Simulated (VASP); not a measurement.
RbAgI2: single point with HSE06

Crystal: RbAgI2.

```xyz
4
Lattice="4.8097 0.0000 0.0000 0.0000 4.8097 0.0000 0.0000 0.0000 6.7800" Properties=species:S:1:pos:R:3 pbc="T T T"
Rb    0.0000    0.0000    0.0000
I     0.0000    0.0000    3.3900
I     2.4049    2.4049    0.0000
Ag    2.4049    2.4049    3.3900
```

The cell was built by a generator and needn't be a form met in nature.

```yaml
Program: VASP 6.6.1
Task: single point
Functional: HSE06
Potentials_or_basis: VASP PAW PBE potentials, release 64 (Rb_sv, I, Ag)
Cutoff: 520 eV
k_mesh: 2 × 2 × 2
Occupations: gaussian, width 0.01 eV
Spin: no spin polarisation
Dipole_correction: no
Exchange_at_q_=_0: truncated
Grid_for_exact_exchange_PRECFOCK: Normal
Screening_parameter: 0.2079 1/A
Further_INCAR_settings: ALGO = Normal; EDIFF = 1e-06; NBANDS = 25
```

```json
{"Pressure": "0.9 GPa", "Band gap on the k mesh": "2.11 eV, indirect (least direct gap 2.46 eV)"}
```

Stress tensor (GPa, compression positive):
```
1.34 0.00 0.00
0.00 1.34 0.00
0.00 0.00 0.11
```

Levels at points of the mesh, in eV from the valence-band top:
```
           k point  band 14  band 15  band 16  band 17  band 18  band 19  band 20  band 21
(0.00, 0.00, 0.00)    -0.96    -0.41    -0.41    -0.35     2.11     5.63     6.29     7.76
(0.50, 0.00, 0.00)    -1.42    -1.02    -0.61    -0.03     4.78     5.84     7.01     7.38
(0.50, 0.50, 0.00)    -1.23    -0.77    -0.77    -0.59     2.34     5.89     5.89     7.43
(0.00, 0.00, 0.50)    -0.86    -0.86    -0.52    -0.52     3.64     5.80     6.37     7.30
(0.50, 0.00, 0.50)    -0.95    -0.93    -0.06     0.00     5.22     5.62     5.83     6.87
(0.50, 0.50, 0.50)    -1.18    -1.17    -0.93    -0.93     3.85     6.98     6.98     7.04
```

It took 5.1 min on 1 thread of AMD EPYC 7R13 Processor (Zen 3) (shared host), peak memory 0.35 GiB.

Caveat: the k mesh is coarse (spacing up to 0.65 Å⁻¹), so the values aren't converged, least of all with exact exchange; the PAW data sets were made with another functional, which shifts forces and pressure a little; spin-orbit coupling is left out, which moves the levels of the heavy elements. A k mesh can miss the band edges.
